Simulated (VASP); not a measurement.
A run of VASP 6.6.1 is set up as follows.

POSCAR

```
ZnS3
1.0
    4.2257226371      0.0000000000      0.0000000000
    0.0000000000      4.2257226371      0.0000000000
    0.0000000000      0.0000000000      4.2257226371
Zn S
1 3
Direct
    0.0000000000      0.0000000000      0.0000000000
    0.0000000000      0.5000000000      0.5000000000
    0.5000000000      0.0000000000      0.5000000000
    0.5000000000      0.5000000000      0.0000000000
```

Contents of INCAR.step1:

```
SYSTEM = ZnS3
ALGO = Normal ; EDIFF = 1E-4
ENCUT = 520 ; GGA = PE
ISMEAR = 0 ; LASPH = .True.
LCHARG = .False. ; LREAL = .False.
LWAVE = .True. ; NBANDS = 23
NELM = 100 ; PREC = Accurate
SIGMA = 0.1
```

INCAR.step2

```
SYSTEM = ZnS3
ALGO = Normal ; EDIFF = 1E-6
ENCUT = 520 ; ISIF = 2
ISMEAR = 0 ; ISTART = 1
LASPH = .True. ; LCHARG = .False.
LMIXTAU = .True. ; LREAL = .False.
LWAVE = .False. ; METAGGA = R2SCAN
NBANDS = 23 ; NELM = 100
PREC = Accurate ; SIGMA = 0.1
```

Contents of KPOINTS:

```
k-points
0
Gamma
  4 4 4
  0 0 0
```

Potentials or basis: VASP PAW PBE potentials, release 64 (Zn, S).

Run with:

```bash
$ cat potpaw_PBE.64/Zn/POTCAR potpaw_PBE.64/S/POTCAR > POTCAR
$ cp INCAR.step1 INCAR
$ mpirun -np 1 vasp_std > vasp.out
$ cp INCAR.step2 INCAR
$ mpirun -np 1 vasp_std > vasp.out
```

(1) Estimate the pressure.

(2) Estimate the band gap on the k mesh.

Answers

(1) -7.1 GPa.

(2) none (metal or under the smearing width).

Caveat: the k mesh is coarse (spacing up to 0.37 Å⁻¹), so the values aren't converged; the PAW data sets were made with another functional, which shifts forces and pressure a little.
